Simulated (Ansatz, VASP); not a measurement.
# Two plane-wave programs on Ge6MoW2

```
Ge Mo W
1.0
     0.00000    4.40400    7.57238
     2.52413    0.00000    7.57238
     2.52413    4.40400    0.00000
Ge Mo W
6 1 2
Direct
  0.16663 0.50003 0.49997
  0.49997 0.83337 0.16663
  0.83330 0.16670 0.83330
  0.50003 0.16663 0.83337
  0.83337 0.49997 0.50003
  0.16670 0.83330 0.16670
  0.50000 0.50000 0.50000
  0.83333 0.83333 0.16667
  0.16667 0.16667 0.83333
```

Alike in both runs: task single point; functional PBE; k mesh 4 × 4 × 4; occupations gaussian, width 0.1 eV; no spin polarisation.

|  | VASP | Ansatz |
| --- | --- | --- |
| version | VASP 6.6.1 | Ansatz 0.2.0 |
| potentials or method | VASP PAW PBE potentials, release 64 (Ge_d, Mo_sv, W_sv) | scalar-relativistic, plane waves, PAW |
| plane-wave cutoff (eV) | 520 | 420 |
| valence electrons in the cell | 126 | 126 |

```csv
,VASP,Ansatz,Ansatz less VASP
gap on the k mesh at the Fermi level (eV),none,none,-
pressure (GPa),-21.1,-21.2,-0.05
largest component of the traceless stress (GPa),1.49,1.51,+0.014
rms of the force components (eV/Å),0.364,0.364,+0.0003
```

Atom by atom the forces differ by 0.000 eV/Å (rms over components). A gap of «none» marks a metal or a gap that the smearing closes.

Caveats: the k mesh is coarse (spacing up to 0.37 Å⁻¹), so the values aren't converged; so large a pressure means that the cell lies far from this level's equilibrium, or that cutoff or potentials fall short (VASP). Spin-orbit coupling is left out, which matters for the levels of W.
